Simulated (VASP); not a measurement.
Given:

```
HfTe
1.0
    3.48972     0.00000     0.00000
    0.00000     3.48972     0.00000
    0.00000     0.00000     3.48972
Hf Te
1 1
Direct
  0.00000   0.00000   0.00000
  0.50000   0.50000   0.50000
```

Calculation: PBEsol GGA, VASP's PBE PAW potentials (set 64) (plane waves; VASP). Run with 400 eV cut-off, Gaussian smearing of 0.050 eV, potentials Hf_pv Te.

Unless said otherwise, spin-orbit coupling is left out, though it shifts the bands of the heavy elements here.

**Question.** What does the run give for the band gap (along the path) with the smallest direct gap where there is one?

**Answer.** 
* **band gap (along the path)**: none (metal, semimetal or under 0.01 eV)

Only differences to runs with the same potentials and settings are physical.

The structure was generated: HfTe was put into the CsCl type type (Pm-3m), which need not be its known phase. It was relaxed first, which changed the volume by -37 %.
